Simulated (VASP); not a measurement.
```xyz
12
Lattice="2.8137 0.0000 0.0000 0.0000 2.8137 0.0000 0.0000 0.0000 26.7481" Properties=species:S:1:pos:R:3 pbc="T T T"
Li     0.0000     1.4068     8.4001
Li     1.4068     0.0000    10.3897
Li     0.0000     1.4068    12.3793
Li     1.4068     0.0000    14.3689
Li     0.0000     1.4068    16.3584
Li     1.4068     0.0000    18.3480
F      0.0000     1.4068    10.3897
F      1.4068     0.0000     8.4001
F      0.0000     1.4068    14.3689
F      1.4068     0.0000    12.3793
F      0.0000     1.4068    18.3480
F      1.4068     0.0000    16.3584
```

Calculation: r2SCAN meta-GGA, VASP's PBE PAW potentials (set 64) (plane waves; VASP 6.6.1). Settings: PREC = Normal, EDIFF = 1E-5, 450 eV cut-off, 7×7×1 Γ-centred mesh, Gaussian smearing of 0.050 eV, potentials Li_sv F.

**Question.** The ions are relaxed. Which structure does the run end with?

**Answer.** 
```xyz
12
Lattice="2.8137 0.0000 0.0000 0.0000 2.8137 0.0000 0.0000 0.0000 26.7481" Properties=species:S:1:pos:R:3 pbc="T T T"
Li     0.0000     1.4068     8.4208
Li     1.4068     0.0000    10.4010
Li     0.0000     1.4068    12.3886
Li     1.4068     0.0000    14.3596
Li     0.0000     1.4068    16.3471
Li     1.4068     0.0000    18.3273
F      0.0000     1.4068    10.3954
F      1.4068     0.0000     8.3775
F      0.0000     1.4068    14.3672
F      1.4068     0.0000    12.3810
F      0.0000     1.4068    18.3706
F      1.4068     0.0000    16.3527
```

**Question.** How much energy does the relaxation gain?

**Answer.** The energy (σ→0) changes by -3.6 meV/atom, in 8 ionic steps.

The cell is a thin slab with vacuum, built from LiF (rock salt): (100) face.
